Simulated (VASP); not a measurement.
The input files of a VASP run:

INCAR:
```
SYSTEM = Se
PREC = Accurate
ENCUT = 520
EDIFF = 1E-7
NELM = 100
ALGO = Normal
LREAL = .FALSE.
LASPH = .TRUE.
ISMEAR = 0
SIGMA = 0.05
GGA = MK
PARAM1 = 0.1234
PARAM2 = 1.0
LUSE_VDW = .TRUE.
AGGAC = 0.0
LMAXMIX = 4
LWAVE = .FALSE.
LCHARG = .FALSE.
ISIF = 4
IBRION = 2
NSW = 30
EDIFFG = -0.01
```

**POSCAR**
```
Se
1
    2.0963767555    -3.6310310402     0.0000000000
    2.0963767555     3.6310310402     0.0000000000
    0.0000000000     0.0000000000     5.2662680177
Se
3
Direct
  0.0000000000   0.2461549604   0.6666670000
  0.7538450396   0.7538450396   0.0000000000
  0.2461549604   0.0000000000   0.3333330000
```

**KPOINTS**
```
Automatic mesh
0
G
 6 6 5
0 0 0
```

POTCAR, in this order: Se (PBE.64 set). Program: vasp_std.

Translate this optB86b-vdW calculation to Quantum ESPRESSO's pw.x.

One equivalent input (not run):
```
&CONTROL
  calculation = 'vc-relax'
  pseudo_dir = './pseudo'
  outdir = './out'
  tprnfor = .true.
  tstress = .true.
  nstep = 30
  forc_conv_thr = 0.00039
/
&SYSTEM
  ibrav = 0
  nat = 3
  ntyp = 1
  ecutwfc = 86
  occupations = 'smearing'
  smearing = 'gaussian'
  degauss = 0.003675
  input_dft = 'vdw-df-ob86'
/
&ELECTRONS
  conv_thr = 7.3e-09
  electron_maxstep = 100
/
&IONS
/
&CELL
  cell_dofree = 'shape'
/
ATOMIC_SPECIES
  Se 78.971 Se.upf
CELL_PARAMETERS angstrom
     2.0963768   -3.6310310    0.0000000
     2.0963768    3.6310310    0.0000000
     0.0000000    0.0000000    5.2662680
ATOMIC_POSITIONS crystal
  Se   0.0000000  0.2461550  0.6666670
  Se   0.7538450  0.7538450  0.0000000
  Se   0.2461550  0.0000000  0.3333330
K_POINTS automatic
  6 6 5 0 0 0
```
Limits of the translation: the potentials are each code's own (VASP's PAW set, PseudoDojo norm-conserving files in pw.x), so ENCUT and ecutwfc are chosen apart and not converted; conv_thr bounds pw.x's estimated SCF error, while EDIFF bounds the energy change between steps; forc_conv_thr acts on force components and is met together with etot_conv_thr.

The compound is Se in the trig structure. This cell is one point of a volume scan, at 1.06 of the reference volume. Symmetry was kept, so distortions that lower it aren't found.
